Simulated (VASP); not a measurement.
These are r2SCAN meta-GGA, VASP's PBE PAW potentials (set 64) (plane waves; VASP) values and carry that method's errors.

Input for VASP

**INCAR**
```
SYSTEM = Ca2Si
PREC = Accurate
ENCUT = 400
EDIFF = 1E-7
NELM = 100
ALGO = Normal
LREAL = .FALSE.
LASPH = .TRUE.
ISMEAR = 0
SIGMA = 0.01
METAGGA = R2SCAN
LMIXTAU = .TRUE.
LWAVE = .FALSE.
LCHARG = .FALSE.
LOPTICS = .TRUE.
LPEAD = .TRUE.
NBANDS = 48
NEDOS = 1001
CSHIFT = 0.1
```

### POSCAR
```
Ca2Si
1.0
  0.0000000000   3.5836486100   3.5836486100
  3.5836486100   0.0000000000   3.5836486100
  3.5836486100   3.5836486100   0.0000000000
Ca Si
2 1
Direct
  0.7500000000   0.7500000000   0.7500000000
  0.2500000000   0.2500000000   0.2500000000
  0.0000000000   0.0000000000   0.0000000000
```

**KPOINTS**
```
Automatic mesh
0
Gamma
12 12 12
0 0 0
```

POTCAR, in this order: Ca_sv Si (PBE.64 set). Program: vasp_std.

The resulting files:

### OUTCAR
```
 ion  position               nearest neighbor table
   1  0.750  0.750  0.750-   3 3.10   3 3.10   3 3.10   3 3.10
   2  0.250  0.250  0.250-   3 3.10   3 3.10   3 3.10   3 3.10
   3  0.000  0.000  0.000-   1 3.10   1 3.10   1 3.10   2 3.10   2 3.10   2 3.10   2 3.10   1 3.10
  LATTYP: Found a face centered cubic cell.
 ALAT       =     7.1672972200
 Subroutine PRICEL returns:
 Original cell was already a primitive cell.
 Subroutine GETGRP returns: Found 48 space group operations
The static configuration has the point symmetry O_h .
The dynamic configuration has the point symmetry O_h .
 Subroutine INISYM returns: Found 48 space group operations
 Subroutine IBZKPT returns following result:
 Found     72 irreducible k-points:

 Following reciprocal coordinates:
            Coordinates               Weight
  0.000000  0.000000  0.000000      1.000000
  0.083333  0.000000  0.000000      8.000000
  0.166667  0.000000  0.000000      8.000000
  0.250000  0.000000  0.000000      8.000000
  0.333333  0.000000  0.000000      8.000000
  0.416667  0.000000  0.000000      8.000000
  0.500000  0.000000  0.000000      4.000000
  0.083333  0.083333  0.000000      6.000000
  0.166667  0.083333  0.000000     24.000000
  0.250000  0.083333  0.000000     24.000000
  0.333333  0.083333  0.000000     24.000000
  0.416667  0.083333  0.000000     24.000000
  0.500000  0.083333  0.000000     24.000000
 -0.416667  0.083333  0.000000     24.000000
 -0.333333  0.083333  0.000000     24.000000
 -0.250000  0.083333  0.000000     24.000000
 -0.166667  0.083333  0.000000     24.000000
 -0.083333  0.083333  0.000000     12.000000
  0.166667  0.166667  0.000000      6.000000
  0.250000  0.166667  0.000000     24.000000
  0.333333  0.166667  0.000000     24.000000
  0.416667  0.166667  0.000000     24.000000
  0.500000  0.166667  0.000000     24.000000
...
```

File OSZICAR:
```
       N       E                     dE             d eps       ncg     rms          rms(c)
DAV:   1     0.210557802494E+03    0.21056E+03   -0.85030E+03  6944   0.382E+02
DAV:   2    -0.148961639183E+02   -0.22545E+03   -0.21246E+03  7680   0.159E+02
DAV:   3    -0.292613219890E+02   -0.14365E+02   -0.13849E+02 13048   0.328E+01
DAV:   4    -0.294846389167E+02   -0.22332E+00   -0.22311E+00  8360   0.409E+00
DAV:   5    -0.294873369562E+02   -0.26980E-02   -0.26980E-02  8272   0.395E-01    0.473E+00
DAV:   6    -0.252491612723E+02    0.42382E+01   -0.29104E+00 11920   0.630E+00    0.401E+00
DAV:   7    -0.248675373908E+02    0.38162E+00   -0.18866E+00 10936   0.431E+00    0.111E+00
DAV:   8    -0.260558731832E+02   -0.11883E+01   -0.12993E+00  9968   0.302E+00    0.150E+00
DAV:   9    -0.261935891988E+02   -0.13772E+00   -0.62584E-02  7904   0.742E-01    0.158E+00
DAV:  10    -0.243006738092E+02    0.18929E+01   -0.28220E-01  7760   0.183E+00    0.859E-01
DAV:  11    -0.242521439939E+02    0.48530E-01   -0.85071E-02  7360   0.103E+00    0.382E-01
DAV:  12    -0.244403147359E+02   -0.18817E+00   -0.74784E-02  7088   0.104E+00    0.352E-01
DAV:  13    -0.244626320692E+02   -0.22317E-01   -0.78331E-02  6984   0.810E-01    0.302E-01
DAV:  14    -0.244479806800E+02    0.14651E-01   -0.63086E-02  6944   0.637E-01    0.337E-01
DAV:  15    -0.244502612344E+02   -0.22806E-02   -0.26126E-03  7712   0.200E-01    0.210E-01
DAV:  16    -0.244503050469E+02   -0.43812E-04   -0.80290E-04  7752   0.872E-02    0.140E-01
DAV:  17    -0.244502910644E+02    0.13982E-04   -0.90564E-05  7976   0.374E-02    0.116E-01
DAV:  18    -0.244500782974E+02    0.21277E-03   -0.27348E-04  7312   0.476E-02    0.730E-02
DAV:  19    -0.244506418751E+02   -0.56358E-03   -0.53766E-04  7144   0.729E-02    0.511E-02
DAV:  20    -0.244506480888E+02   -0.62137E-05   -0.16544E-05  9360   0.132E-02    0.410E-02
DAV:  21    -0.244506334130E+02    0.14676E-04   -0.13070E-05  7624   0.150E-02    0.334E-02
DAV:  22    -0.244506477628E+02   -0.14350E-04   -0.63735E-06  7336   0.943E-03    0.244E-02
DAV:  23    -0.244506412587E+02    0.65041E-05   -0.15900E-06  7712   0.441E-03    0.191E-02
DAV:  24    -0.244506427853E+02   -0.15266E-05   -0.15030E-06  7552   0.453E-03    0.144E-02
DAV:  25    -0.244506428708E+02   -0.85484E-07   -0.17999E-06  7384   0.539E-03    0.643E-03
DAV:  26    -0.244506428938E+02   -0.22987E-07   -0.65306E-07  8176   0.296E-03
   1 F= -.24450643E+02 E0= -.24450643E+02  d E =-.144241E-38
 imaginary and real dielectric function
```

File OUTCAR:
```
------------------------ aborting loop because EDIFF is reached ----------------------------------------
  FORCE on cell =-STRESS in cart. coord.  units (eV):
  Direction    XX          YY          ZZ          XY          YZ          ZX
  --------------------------------------------------------------------------------------
  Total        0.0030010      0.0030010      0.0030010     -0.0000000     -0.0000000     -0.0000000
  in kB        0.0522358      0.0522358      0.0522358     -0.0000000     -0.0000000     -0.0000000
  external PRESSURE =       0.0522358 kB  Pullay stress =       0.0000000 kB
  volume of cell :       92.05
      direct lattice vectors                 reciprocal lattice vectors
     0.000000000  3.583648610  3.583648610    -0.139522608  0.139522608  0.139522608
     3.583648610  0.000000000  3.583648610     0.139522608 -0.139522608  0.139522608
     3.583648610  3.583648610  0.000000000     0.139522608  0.139522608 -0.139522608
 POSITION                                       TOTAL-FORCE (eV/Angst)
 -----------------------------------------------------------------------------------
      5.37547      5.37547      5.37547         0.000000      0.000000      0.000000
      1.79182      1.79182      1.79182        -0.000000     -0.000000     -0.000000
      0.00000      0.00000      0.00000         0.000000     -0.000000     -0.000000
 -----------------------------------------------------------------------------------
    total drift:                                0.000000      0.000000      0.000000
  FREE ENERGIE OF THE ION-ELECTRON SYSTEM (eV)
  ---------------------------------------------------
  free  energy   TOTEN  =       -24.4506428938 eV

  energy  without entropy=      -24.4506428938  energy(sigma->0) =      -24.45064289

 plasma frequency squared (from intraband transitions) (eV^2)
  --------------------------------------------------------------------------------------
       0.000       0.000       0.000
       0.000       0.000       0.000
       0.000       0.000       0.000

 plasma frequency squared (from interband transitions, int dw w eps(2)(w)) (eV^2)
  --------------------------------------------------------------------------------------
     279.991       0.000      -0.000       0.000       0.000      -0.000
      -0.000      -0.000     279.991       0.000       0.000       0.000
       0.000       0.000       0.000      -0.000     279.991       0.000
```
(Selected blocks of OUTCAR.)

**OUTCAR**
```
 val. band max:        2.1967342714   @ k =  -0.4167   0.4167   0.0000

 cond. band min:       2.9753026905   @ k =   0.5000   0.5000   0.0000


 Fermi energy:         2.2858158384

 k-point     1 :       0.0000    0.0000    0.0000
  band No.  band energies     occupation
      1     -40.0653      2.00000
      2     -40.0225      2.00000
      3     -20.2514      2.00000
      4     -20.2514      2.00000
      5     -20.2513      2.00000
      6     -20.1167      2.00000
      7     -20.1167      2.00000
      8     -20.1166      2.00000
      9      -4.5882      2.00000
     10       1.8374      2.00000
     11       1.8374      2.00000
     12       1.8374      2.00000
     13       4.4434      0.00000
     14       4.4477      0.00000
     15       4.4477      0.00000
     16       7.4967      0.00000
     17       7.4967      0.00000
     18       7.4967      0.00000
     19       8.4223      0.00000
     20       8.4223      0.00000
     21       8.4223      0.00000
     22       8.4882      0.00000
     23       8.4882      0.00000
     24       8.4882      0.00000
     25       8.9341      0.00000
     26       8.9341      0.00000
     27      12.9841      0.00000
     28      12.9842      0.00000
     29      12.9842      0.00000
     30      13.4994      0.00000
     31      13.4994      0.00000
     32      13.8430      0.00000
     33      14.0273      0.00000
     34      20.1170      0.00000
     35      20.1170      0.00000
     36      20.1170      0.00000
     37      20.9868      0.00000
     38      20.9868      0.00000
     39      20.9868      0.00000
     40      22.0988      0.00000
     41      22.0988      0.00000
     42      22.0988      0.00000
     43      23.4722      0.00000
     44      23.4722      0.00000
     45      27.1078      0.00000
     46      27.1078      0.00000
     47      28.3450      0.00000
     48      28.3450      0.00000

 k-point     2 :       0.0833    0.0000    0.0000
  band No.  band energies     occupation
...
```

The dielectric response may not be converged in the k-mesh; for small gaps it tends to come out too large.

The structure comes from a computed database's Ca2Si entry (Fm-3m); how it stands against other phases isn't given here. It was relaxed first.
